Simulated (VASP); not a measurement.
A convergence study with VASP on AlAs (zinc blende): a few settings are varied, all else stays as given below, so the limit is that of these other settings. The cell's lengths are 1 % over those of the tabulated start and one atom is moved, so it is off equilibrium.

```yaml
crystal:
  lattice:
    - [0.00000, 2.85830, 2.85830]
    - [2.85830, 0.00000, 2.85830]
    - [2.85830, 2.85830, 0.00000]
  atoms:
    - { symbol: Al, position: [0.00000, 0.00000, 0.00000] }
    - { symbol: As, position: [0.23940, 0.26060, 0.26060] }
```

Method: PBE GGA, VASP's PBE PAW potentials (set 64) (plane waves; VASP). The last row used: 900 eV cut-off, 7×7×7 Γ-centred mesh, Gaussian smearing of 0.050 eV, potentials Al As_d.

Gaps are read on the run's mesh, which can miss a band edge. Energies of different potentials or hybrids have different zeros.

```tsv
setting	E (eV/atom)	pressure (GPa)	gap on the mesh (eV)	plane waves
ENCUT = 300, POTCAR Al As	-4.6823	0.65	1.407	560
ENCUT = 400, POTCAR Al As	-4.6839	0.65	1.408	869
ENCUT = 520, POTCAR Al As	___	0.67	1.408	1275
ENCUT = 700, POTCAR Al As	-4.6843	0.67	1.408	1989
ENCUT = 900, POTCAR Al As	-4.6843	0.67	1.408	2875
ENCUT = 300, POTCAR Al_GW As	-4.6860	0.62	1.407	560
ENCUT = 400, POTCAR Al_GW As	___	___	1.407	869
ENCUT = 520, POTCAR Al_GW As	-4.6867	0.64	1.407	1275
ENCUT = 700, POTCAR Al_GW As	-4.6868	0.64	1.407	1989
ENCUT = 900, POTCAR Al_GW As	-4.6869	0.64	1.407	2875
ENCUT = 300, POTCAR Al_sv_GW As	-4.8256	-12.58	1.407	560
ENCUT = 400, POTCAR Al_sv_GW As	-4.6596	-5.25	1.405	869
ENCUT = 520, POTCAR Al_sv_GW As	-4.6852	0.41	1.404	1275
ENCUT = 700, POTCAR Al_sv_GW As	-4.6918	0.43	1.404	1989
ENCUT = 900, POTCAR Al_sv_GW As	-4.6924	0.68	1.404	2875
ENCUT = 300, POTCAR Al As_d	-4.6933	0.40	1.418	560
ENCUT = 400, POTCAR Al As_d	-4.6951	0.35	1.418	869
ENCUT = 520, POTCAR Al As_d	-4.6955	0.47	1.418	1275
ENCUT = 700, POTCAR Al As_d	-4.6955	0.46	1.418	1989
ENCUT = 900, POTCAR Al As_d	-4.6955	0.46	1.418	2875
```

Problem. What belongs in the gaps?

Solution. 
- ENCUT = 400, POTCAR Al_GW As, E (eV/atom): -4.6865
- ENCUT = 400, POTCAR Al_GW As, pressure (GPa): 0.63
- ENCUT = 520, POTCAR Al As, E (eV/atom): -4.6842

Left out are rungs that failed or repeat a setting and relaxations that didn't move; long series are thinned to 24 rows.

The compound is AlAs in the zinc blende structure. The cell was not relaxed at this level, it is distorted from the ideal structure.
